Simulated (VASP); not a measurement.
A run of VASP 6.6.1:

INCAR

```
SYSTEM = PtSe2
ALGO = Fast ; EDIFF = 1E-6
ENCUT = 520 ; ISIF = 2
ISMEAR = 0 ; LASPH = .TRUE.
LCHARG = .TRUE. ; LELF = .TRUE.
LREAL = .FALSE. ; LVHAR = .TRUE.
LWAVE = .FALSE. ; NBANDS = 18
NELM = 100 ; PREC = Accurate
SIGMA = 0.1
```

The input KPOINTS:

```
k-points
0
G
  15 15 8
  0 0 0
```

Contents of POSCAR:

```
PtSe2
1.0
    3.7411997911      0.0000000000      0.0000000000
   -1.8705998955      3.2399740597      0.0000000000
    0.0000000000      0.0000000000      4.7629254119
Pt Se
1 2
Direct
    0.0000000000      0.0000000000      0.0000000000
    0.3333333333      0.6666666667      0.2646107038
    0.6666666667      0.3333333333      0.7353892962
```

Potentials or basis: VASP PAW LDA potentials, release 64 (Pt, Se).

Run with:

```bash
$ cat potpaw_LDA.64/Pt/POTCAR potpaw_LDA.64/Se/POTCAR > POTCAR
$ mpirun -np 1 vasp_std > vasp.out
```

Hardware: 1 thread of Intel(R) Xeon(R) 6975P-C (Granite Rapids), with other jobs on the host.

**Question.** How long does it take, and how much memory?

**Answer.** It took 70 s on 1 thread of Intel(R) Xeon(R) 6975P-C (Granite Rapids), on a shared host, peak memory 0.3 GiB. Counts: scf iterations 13, k points 192.
